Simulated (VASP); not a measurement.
Consider the following.

```yaml
crystal:
  lattice:
    - [2.25067, -3.89828, 0.00000]
    - [2.25067, 3.89828, 0.00000]
    - [0.00000, 0.00000, 4.98584]
  atoms:
    - { symbol: Se, position: [0.00000, 0.21755, 0.66667] }
    - { symbol: Se, position: [0.78245, 0.78245, 0.00000] }
    - { symbol: Se, position: [0.21755, 0.00000, 0.33333] }
```

Method: r2SCAN meta-GGA with spin-orbit coupling, VASP's PBE PAW potentials (set 64) (plane waves; VASP 6.6.1). Run with 400 eV cut-off, 5×5×4 Γ-centred mesh, Gaussian smearing of 0.050 eV, potentials Se.

Give the energies of bands 11 to 24 at the high-symmetry points, in eV from the valence-band maximum.

```
band      Γ      M      K      A      L      H
----  -----  -----  -----  -----  -----  -----
11    -3.66  -3.32  -2.76  -3.50  -4.25  -4.76
12    -3.66  -3.32  -2.76  -3.50  -4.25  -4.76
13    -2.10  -2.76  -2.76  -1.53  -1.71  -1.04
14    -2.10  -2.76  -2.67  -1.53  -1.71  -1.04
15    -2.07  -1.89  -2.64  -1.42  -1.25  -0.37
16    -2.07  -1.89  -2.64  -1.42  -1.25  -0.37
17    -0.42  -0.98  -1.41  -1.09   0.00  -0.18
18    -0.42  -0.98  -1.41  -1.09   0.00  -0.16
19     2.18   2.29   3.16   1.50   1.80   1.30
20     2.18   2.29   3.19   1.50   1.80   1.30
21     2.28   2.74   3.25   1.58   2.87   2.98
22     2.28   2.74   3.25   1.58   2.87   3.01
23     2.57   4.21   3.93   1.70   3.28   3.10
24     2.57   4.21   3.93   1.70   3.28   3.10
```

The gap is indirect, 1.30 eV, from the valence maximum at L to the conduction minimum at H.

The compound is Se in the trig structure. It was relaxed first, which changed the volume by +7 %.
